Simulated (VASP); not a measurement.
Consider the following.

```xyz
3
Lattice="1.5378 -2.6635 0.0000 1.5378 2.6635 0.0000 0.0000 0.0000 3.4809" Properties=species:S:1:pos:R:3 pbc="T T T"
Mg     0.0000     0.0000     3.4809
B      1.5378     0.8878     1.7405
B      1.5378    -0.8878     1.7405
```

Calculation: r2SCAN meta-GGA, VASP's PBE PAW potentials (set 64) (plane waves; VASP). Run with 520 eV cut-off, 13×13×10 Γ-centred mesh, tetrahedra with Blöchl corrections, potentials Mg B.

**Question.** Give the energies of bands 1 to 6 at the high-symmetry points, in eV from the Fermi level.

**Answer.** 
```tsv
band	Γ	M	K	A	L	H
1	-13.28	-9.21	-7.85	-11.95	-8.16	-6.88
2	-3.02	-8.32	-7.85	-7.76	-7.37	-6.88
3	0.40	-2.33	-6.14	0.83	-3.76	-5.45
4	0.40	0.30	2.00	0.83	-2.01	-2.10
5	2.21	3.43	2.00	6.98	-1.21	-2.10
6	6.65	4.14	6.87	6.98	6.12	4.28
```

It has no gap at this level: it comes out as a metal or semimetal.

The compound is MgB2 in the AlB2 type structure. It was relaxed first.
